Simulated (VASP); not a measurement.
**A VASP study of FeNi (Tetrataenite) (PBEsol): structure first, properties next**

Wanted: the relaxed cell of FeNi (Tetrataenite) and its properties. The steps: magnetic order: ferromagnetic, magnetic order: antiferromagnetic within the cell, magnetic order: antiferromagnetic, q = (0, 0, 1/2), magnetic order: antiferromagnetic, q = (1/2, 1/2, 1/2), magnetic order: antiferromagnetic, q = (1/2, 1/2, 0), the orders side by side, full relaxation (PBEsol), second relaxation, density, ELF and potential (PBEsol), bands along the symmetry lines (PBEsol), density of states (PBEsol), independent-particle dielectric function (PBEsol), electric field gradients (PBEsol), band structure (PBEsol), changed input and total energy, forces and stress (PBEsol), changed input. The start is a cell from a database of measured crystal structures.

Calculated with VASP 6.6.1; PBEsol, spin-polarised from a ferromagnetic start; plane waves and PAW (Fe, Ni), in the first sound run; inputs show where later runs differ.

## Step 1: Starting point

It takes space group P4/mmm (No. 123, tetragonal). Conventional cell: a = 2.533 Å, b = 2.533 Å, c = 3.582 Å, α = 90.00°, β = 90.00°, γ = 90.00°. Nearest to Fe lie 8 Ni at 2.53 Å and 4 Fe at 2.53 Å. Nearest to Ni lie 8 Fe at 2.53 Å and 4 Ni at 2.53 Å. Farther neighbours are not listed.

Structure file:

```cif
data_structure
_symmetry_space_group_name_H-M 'P 1'
_symmetry_Int_Tables_number 1
_cell_length_a 2.5330
_cell_length_b 2.5330
_cell_length_c 3.5820
_cell_angle_alpha 90.000
_cell_angle_beta 90.000
_cell_angle_gamma 90.000
_cell_volume 22.98
loop_
_atom_site_label
_atom_site_type_symbol
_atom_site_fract_x
_atom_site_fract_y
_atom_site_fract_z
_atom_site_occupancy
Fe1 Fe 0.00000 0.00000 0.00000 1
Ni2 Ni 0.50000 0.50000 0.50000 1
```

## Step 2: Magnetic order: ferromagnetic

The properties of a magnet depend on its order, so a few collinear patterns are compared first on the cell as listed, beginning with all moments parallel. PBEsol restores the gradient expansion of exchange and is tuned for the cells of solids.

INCAR

```
SYSTEM = FeNi
PREC = Accurate
ENCUT = 400
EDIFF = 1E-06
NELM = 100
ISMEAR = 1
SIGMA = 0.2
LREAL = .FALSE.
ALGO = Normal
GGA = PS
NBANDS = 19
ISPIN = 2
MAGMOM = 3 1
LASPH = .TRUE.
LMAXMIX = 4
LORBIT = 11
LWAVE = .FALSE.
LCHARG = .FALSE.
KPAR = 4
ISIF = 2
```

POSCAR

```
FeNi
1.0
    2.5330000000      0.0000000000      0.0000000000
    0.0000000000      2.5330000000      0.0000000000
    0.0000000000      0.0000000000      3.5820000000
Fe Ni
1 1
Direct
    0.0000000000      0.0000000000      0.0000000000
    0.5000000000      0.5000000000      0.5000000000
```

KPOINTS

```
Automatic mesh
0
Gamma
9 9 6
0 0 0
```

The projector-augmented-wave data sets are Fe and Ni (PBE family, release 64).

On the command line:

```sh
$ mpirun -np 4 vasp_std
```

The program printed:

```text
[banner, memory and clock lines left out]
running    4 mpi-ranks, on    1 nodes
 distrk:  each k-point on    1 cores,    4 groups
 distr:  one band on    1 cores,    1 groups

 POSCAR found type information on POSCAR FeNi
 POSCAR found :  2 types and       2 ions
|                                                                             |
|               ----> ADVICE to this user running VASP <----                  |
|                                                                             |
|     You enforced a specific xc type in the INCAR file but a different       |
|     [... a line on the potential file left out ...]
|     I HOPE YOU KNOW WHAT YOU ARE DOING!                                     |
|                                                                             |

 LDA part: xc-table for (Slater+PW92), standard interpolation
 POSCAR, INCAR and KPOINTS ok, starting setup
 FFT: planning ... GRIDC
 FFT: planning ... GRID_SOFT
 FFT: planning ... GRID
 WAVECAR not read
 entering main loop
       N       E                     dE             d eps       ncg     rms          rms(c)
DAV:   1     0.701123181466E+02    0.70112E+02   -0.71853E+03  5016   0.107E+03
DAV:   2    -0.143864267884E+02   -0.84499E+02   -0.76259E+02  4608   0.201E+02
DAV:   3    -0.174689080249E+02   -0.30825E+01   -0.29780E+01  5003   0.484E+01
DAV:   4    -0.174997710621E+02   -0.30863E-01   -0.30849E-01  5548   0.434E+00
DAV:   5    -0.175005203527E+02   -0.74929E-03   -0.74926E-03  5150   0.655E-01    0.156E+01
DAV:   6    -0.156542175585E+02    0.18463E+01   -0.10165E+01  4984   0.652E+01    0.103E+01
DAV:   7    -0.157642112722E+02   -0.10999E+00   -0.37429E+00  5707   0.469E+01    0.128E+01
DAV:   8    -0.151447905851E+02    0.61942E+00   -0.18234E+00  5875   0.341E+01    0.431E+00
DAV:   9    -0.151181021710E+02    0.26688E-01   -0.84440E-02  6812   0.554E+00    0.169E+00
DAV:  10    -0.151051391015E+02    0.12963E-01   -0.89026E-03  7409   0.204E+00    0.524E-01
DAV:  11    -0.151043980269E+02    0.74107E-03   -0.12300E-03  7062   0.517E-01    0.158E-01
DAV:  12    -0.151043565585E+02    0.41468E-04   -0.12139E-04  6328   0.270E-01    0.769E-02
DAV:  13    -0.151043484929E+02    0.80656E-05   -0.22530E-05  6741   0.103E-01    0.339E-02
DAV:  14    -0.151043500725E+02   -0.15796E-05   -0.47775E-06  4955   0.440E-02    0.949E-03
DAV:  15    -0.151043505586E+02   -0.48618E-06   -0.10622E-06  2883   0.192E-02
   1 F= -.15104351E+02 E0= -.15106380E+02  d E =0.608821E-02  mag=     3.2373
```

Run time: 13 s. Hardware: 4 MPI ranks of AMD EPYC 7R43, shared host; peak memory 0.44 GiB.

Lines that name or quote the potential files are left out of all logs, and their timing lines are given in words.

Parts of OUTCAR (step 2):

```text
ion  position               nearest neighbor table
   1  0.000  0.000  0.000-   2 2.53   2 2.53   2 2.53   2 2.53   2 2.53   2 2.53   2 2.53   2 2.53

  LATTYP: Found a simple tetragonal cell.
 ALAT       =     2.5330000000
 C/A-ratio  =     1.4141334386

 Subroutine GETGRP returns: Found 16 space group operations
 (whereof 16 operations were pure point group operations)

The static configuration has the point symmetry D_4h.

 Found     60 irreducible k-points:

   k-points           NKPTS =     60   k-points in BZ     NKDIM =     60   number of bands    NBANDS=     19

   dimension x,y,z NGX =    18 NGY =   18 NGZ =   24
   dimension x,y,z NGXF=    36 NGYF=   36 NGZF=   48

   ENCUT  =  400.0 eV  29.40 Ry    5.42 a.u.   4.13  4.13  5.84*2*pi/ulx,y,z

   NELECT =      18.0000    total number of electrons

 k-points in reciprocal lattice and weights: Automatic mesh
   0.00000000  0.00000000  0.00000000       0.002
   0.11111111  0.00000000  0.00000000       0.008
   0.22222222  0.00000000  0.00000000       0.008
   0.33333333  0.00000000  0.00000000       0.008
   0.44444444  0.00000000  0.00000000       0.008
   0.11111111  0.11111111  0.00000000       0.008
   0.22222222  0.11111111  0.00000000       0.016
   0.33333333  0.11111111  0.00000000       0.016
   0.44444444  0.11111111  0.00000000       0.016
[...]
0.44444444  0.33333333  0.50000000       0.016
   0.44444444  0.44444444  0.50000000       0.008

 average (electrostatic) potential at core
       1 -41.9135       2 -83.9162

 E-fermi :   7.2064

 spin component 1
 k-point     1 :       0.0000    0.0000    0.0000
  band No.  band energies     occupation
    ...
      7       5.6414      1.00000
      8       5.7477      1.00000
      9       6.4993      1.00000
     10       6.7154      1.00141
     11       6.7154      1.00141
     12       9.5036     -0.00000
     13      16.2346      0.00000
     14      21.4368      0.00000
     15      21.4368      0.00000
     16      26.3136      0.00000
    ...

 k-point     2 :       0.1111    0.0000    0.0000
  band No.  band energies     occupation
    ...
      7       5.6536      1.00000
      8       5.6735      1.00000
      9       6.1263      1.00000
     10       6.3635      1.00000
     11       6.6615      1.00040
     12      10.4049     -0.00000
     13      16.2928      0.00000
     14      19.0409      0.00000
     15      21.9152      0.00000
     16      27.3221      0.00000
    ...

 k-point     3 :       0.2222    0.0000    0.0000
  band No.  band energies     occupation
    ...
      7       5.2320      1.00000
      8       5.4892      1.00000
      9       5.8050      1.00000
     10       6.0384      1.00000
     11       6.5031      1.00000
     12      12.2426      0.00000
     13      15.1214      0.00000
     14      16.8406      0.00000
     15      23.2673      0.00000
     16      26.0659      0.00000
    ...

 k-point     4 :       0.3333    0.0000    0.0000
  band No.  band energies     occupation
    ...
      7       5.2149      1.00000
      8       5.2847      1.00000
      9       5.6975      1.00000
     10       6.2516      1.00000
     11       6.3364      1.00000
     12      11.8302      0.00000
     13      14.4874      0.00000
     14      17.4648      0.00000
     15      22.8858      0.00000
     16      23.6602      0.00000
    ...

 k-point     5 :       0.4444    0.0000    0.0000
  band No.  band energies     occupation
    ...
      6       4.4591      1.00000
      7       5.1530      1.00000
      8       5.4898      1.00000
      9       5.5644      1.00000
     10       5.9297      1.00000
     11       7.3234      0.08670
     12       9.1692     -0.00000
     13      17.0326      0.00000
     14      18.7304      0.00000
     15      19.8428      0.00000
    ...

 k-point     6 :       0.1111    0.1111    0.0000
  band No.  band energies     occupation
    ...
      7       5.4977      1.00000
      8       5.6588      1.00000
      9       5.7563      1.00000
     10       6.2312      1.00000
     11       6.7157      1.00142
     12      11.0769     -0.00000
     13      16.3758      0.00000
     14      19.0014      0.00000
     15      19.8801      0.00000
     16      28.8153      0.00000
    ...

  Total       -1.9222177     -1.9222177     -1.6056048      0.0000000      0.0000000     -0.0000000
  in kB     -134.0038249   -134.0038249   -111.9317470      0.0000000      0.0000000     -0.0000000
  external PRESSURE =    -126.6464656 kB  Pullay stress =       0.0000000 kB

  energy-cutoff  :      400.00
  volume of cell :       22.98
      direct lattice vectors                 reciprocal lattice vectors
     2.533000000  0.000000000  0.000000000     0.394788788  0.000000000  0.000000000
     0.000000000  2.533000000  0.000000000     0.000000000  0.394788788  0.000000000
     0.000000000  0.000000000  3.582000000     0.000000000  0.000000000  0.279173646

 POSITION                                       TOTAL-FORCE (eV/Angst)
 -----------------------------------------------------------------------------------
      0.00000      0.00000      0.00000         0.000000      0.000000      0.000000
      1.26650      1.26650      1.79100         0.000000      0.000000      0.000000
 -----------------------------------------------------------------------------------
    total drift:                                0.000000     -0.000000     -0.000000

  FREE ENERGIE OF THE ION-ELECTRON SYSTEM (eV)
  ---------------------------------------------------
  free  energy   TOTEN  =       -15.1043505586 eV

  energy  without entropy=      -15.1104387719  energy(sigma->0) =      -15.10637996

 total charge
# of ion       s       p       d       tot
------------------------------------------
    1        0.468   0.491   6.170   7.128
    2        0.508   0.517   8.300   9.326
--------------------------------------------------
tot          0.976   1.008  14.470  16.454

 magnetization (x)
# of ion       s       p       d       tot
------------------------------------------
    1       -0.001  -0.020   2.658   2.637
    2       -0.029  -0.061   0.694   0.604
--------------------------------------------------
tot         -0.029  -0.081   3.351   3.241

[... 6 further parts left out ...]
```

The k-mesh is coarse for a metal. The PAW data sets were made with PBE, which is usual practice but a small mismatch for other functionals. At this level the cell is under a tension of 12.7 GPa, so at these settings it is away from equilibrium.

Numbers from this step:

```
electronic steps                                  : 15
electrons                                         : 18
bands                                             : 19
irreducible k points                              : 60
symmetry operations                               : 16
free energy (TOTEN)                               : -15.10 eV
energy at zero smearing                           : -15.11 eV
Fermi energy                                      : 7.206 eV
pressure                                          : -12.66 GPa
moment of the cell, from the last line of the log : 3.237 μB
metallic                                          : yes
```

Spin moment in the PAW sphere by atom:

| atom | spin moment in the PAW sphere (μB) |
| --- | --- |
| Fe1 | 2.64 |
| Ni2 | 0.60 |

The run ends ferromagnetic with a largest moment of 2.64 μB, and the mesh shows no gap.

## Step 3: Magnetic order: antiferromagnetic within the cell

This step: PBEsol, spin-polarised from a ferrimagnetic start; plane waves and PAW (Fe, Ni) (VASP 6.6.1).

Next, a pattern with opposite moments.

INCAR, as its differences from that of step 2:

```diff
@@ -10,5 +10,5 @@
 GGA = PS
-NBANDS = 19
+NBANDS = 18
 ISPIN = 2
-MAGMOM = 3 1
+MAGMOM = 3 -1
 LASPH = .TRUE.
```

POSCAR is that of step 2.

KPOINTS is that of step 2.

On the command line:

```sh
$ mpirun -np 4 vasp_std
```

The program printed:

```text
[banner, memory and clock lines left out]
running    4 mpi-ranks, on    1 nodes
 distrk:  each k-point on    1 cores,    4 groups
 distr:  one band on    1 cores,    1 groups

 POSCAR found type information on POSCAR FeNi
 POSCAR found :  2 types and       2 ions
 [... a notice as in an earlier step ...]

 LDA part: xc-table for (Slater+PW92), standard interpolation
 POSCAR, INCAR and KPOINTS ok, starting setup
 FFT: planning ... GRIDC
 FFT: planning ... GRID_SOFT
 FFT: planning ... GRID
 WAVECAR not read
 entering main loop
       N       E                     dE             d eps       ncg     rms          rms(c)
DAV:   1     0.682201543037E+02    0.68220E+02   -0.71787E+03  4744   0.113E+03
DAV:   2    -0.147217827835E+02   -0.82942E+02   -0.74975E+02  4334   0.205E+02
DAV:   3    -0.173562441479E+02   -0.26345E+01   -0.25546E+01  4762   0.476E+01
DAV:   4    -0.173827950695E+02   -0.26551E-01   -0.26538E-01  5226   0.421E+00
DAV:   5    -0.173833945575E+02   -0.59949E-03   -0.59947E-03  4858   0.599E-01    0.162E+01
DAV:   6    -0.155137703590E+02    0.18696E+01   -0.11173E+01  4640   0.694E+01    0.114E+01
DAV:   7    -0.156892006243E+02   -0.17543E+00   -0.40565E+00  5168   0.429E+01    0.123E+01
DAV:   8    -0.151179250802E+02    0.57128E+00   -0.15191E+00  5576   0.334E+01    0.436E+00
DAV:   9    -0.151176518091E+02    0.27327E-03   -0.89477E-02  6124   0.496E+00    0.183E+00
DAV:  10    -0.151041053429E+02    0.13546E-01   -0.68217E-03  5852   0.122E+00    0.862E-01
DAV:  11    -0.151045834010E+02   -0.47806E-03   -0.18343E-03  6130   0.990E-01    0.226E-01
DAV:  12    -0.151043314158E+02    0.25199E-03   -0.19217E-04  6572   0.236E-01    0.839E-02
DAV:  13    -0.151043452658E+02   -0.13850E-04   -0.15065E-05  5980   0.684E-02    0.422E-02
DAV:  14    -0.151043497720E+02   -0.45061E-05   -0.27279E-06  3998   0.299E-02    0.117E-02
DAV:  15    -0.151043504998E+02   -0.72784E-06   -0.94599E-07  2672   0.152E-02
   1 F= -.15104350E+02 E0= -.15106379E+02  d E =0.608662E-02  mag=     3.2373
```

Elapsed: 14 s, on 4 MPI ranks; peak memory 0.42 GiB; 53 s of CPU time.

OUTCAR, selected parts (step 3):

```text
The static configuration has the point symmetry D_4h.

 Found     60 irreducible k-points:

   k-points           NKPTS =     60   k-points in BZ     NKDIM =     60   number of bands    NBANDS=     18

   NELECT =      18.0000    total number of electrons

 E-fermi :   7.2063

 spin component 1
 k-point     1 :       0.0000    0.0000    0.0000
  band No.  band energies     occupation
    ...
      7       5.6414      1.00000
      8       5.7477      1.00000
      9       6.4994      1.00000
     10       6.7153      1.00141
     11       6.7153      1.00141
     12       9.5036     -0.00000
     13      16.2345      0.00000
     14      21.4369      0.00000
     15      21.4369      0.00000
     16      26.3136      0.00000
    ...

 k-point     2 :       0.1111    0.0000    0.0000
  band No.  band energies     occupation
    ...
      7       5.6536      1.00000
      8       5.6735      1.00000
      9       6.1263      1.00000
     10       6.3637      1.00000
     11       6.6615      1.00040
     12      10.4049     -0.00000
     13      16.2928      0.00000
     14      19.0410      0.00000
     15      21.9152      0.00000
     16      27.3221      0.00000
    ...

 k-point     3 :       0.2222    0.0000    0.0000
  band No.  band energies     occupation
    ...
      7       5.2321      1.00000
      8       5.4890      1.00000
      9       5.8049      1.00000
     10       6.0387      1.00000
     11       6.5031      1.00000
     12      12.2426      0.00000
     13      15.1214      0.00000
     14      16.8406      0.00000
     15      23.2673      0.00000
     16      26.0659      0.00000
    ...

 k-point     4 :       0.3333    0.0000    0.0000
  band No.  band energies     occupation
    ...
      7       5.2148      1.00000
      8       5.2845      1.00000
      9       5.6979      1.00000
     10       6.2516      1.00000
     11       6.3363      1.00000
     12      11.8303      0.00000
     13      14.4874      0.00000
     14      17.4648      0.00000
     15      22.8858      0.00000
     16      23.6602      0.00000
    ...

  Total       -1.9328132     -1.9328132     -1.6174575      0.0000000      0.0000000      0.0000000
  in kB     -134.7424711   -134.7424711   -112.7580384      0.0000000      0.0000000      0.0000000
  external PRESSURE =    -127.4143269 kB  Pullay stress =       0.0000000 kB

  FREE ENERGIE OF THE ION-ELECTRON SYSTEM (eV)
  ---------------------------------------------------
  free  energy   TOTEN  =       -15.1043504998 eV

  energy  without entropy=      -15.1104371224  energy(sigma->0) =      -15.10637937

 total charge
# of ion       s       p       d       tot
------------------------------------------
    1        0.468   0.491   6.170   7.128
    2        0.508   0.517   8.300   9.325
--------------------------------------------------
tot          0.976   1.008  14.470  16.454

[... 9 parts as in an earlier step ...]

[... 9 further parts left out ...]
```

This step gave:

```yaml
bands: 18
pressure: -12.74 GPa
```

The energy lies +0.0 meV an atom from the first pattern. The run ends ferromagnetic, not as it was started, with a largest moment of 2.64 μB, and the mesh shows no gap.

(Continued in part 2 of 7.)

[Lines on the potential files, build, host, timing and source positions are cut from VASP's logs without a mark.]

[Logs are printed without paths, hosts, clocks, repeated set-up lines and the standing remarks that a program may print on its own settings, such as how far it seeks lower states.]

[Hosts, paths, dates, database ids (printed as entryN), source tags and the programs' standing remarks are cut or masked in the printed files.]

[A measured line is paired with the nearest computed mode of its activity, which favours agreement.]
